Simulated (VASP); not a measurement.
Input:

```yaml
crystal:
  lattice:
    - [0.00000, 3.10240, 3.10240]
    - [3.10240, 0.00000, 3.10240]
    - [3.10240, 3.10240, 0.00000]
  atoms:
    - { symbol: Ga, position: [0.00000, 0.00000, 0.00000] }
    - { symbol: Sb, position: [0.25000, 0.25000, 0.25000] }
```

Calculation: optB88-vdW, VASP's PBE PAW potentials (set 64) (plane waves; VASP). Settings: 520 eV cut-off, Gaussian smearing of 0.050 eV, potentials Ga_d Sb.

Task: Give the energies of bands 7 to 12 at the high-symmetry points, in eV from the Fermi level.

Result: 
| band | Γ | X | U | L | W |
|---|---|---|---|---|---|
| 7 | -0.42 | -6.67 | -6.50 | -6.19 | -6.55 |
| 8 | 0.00 | -2.42 | -3.39 | -1.09 | -3.14 |
| 9 | 0.00 | -2.42 | -2.06 | -1.09 | -2.93 |
| 10 | 0.00 | 0.93 | 1.42 | 0.25 | 3.46 |
| 11 | 2.78 | 1.33 | 3.79 | 3.75 | 4.28 |
| 12 | 2.78 | 8.33 | 6.37 | 3.75 | 4.31 |

It has no gap at this level: it comes out as a metal or semimetal.

The compound is GaSb in the zinc blende structure. It was relaxed first, which changed the volume by +5 %.
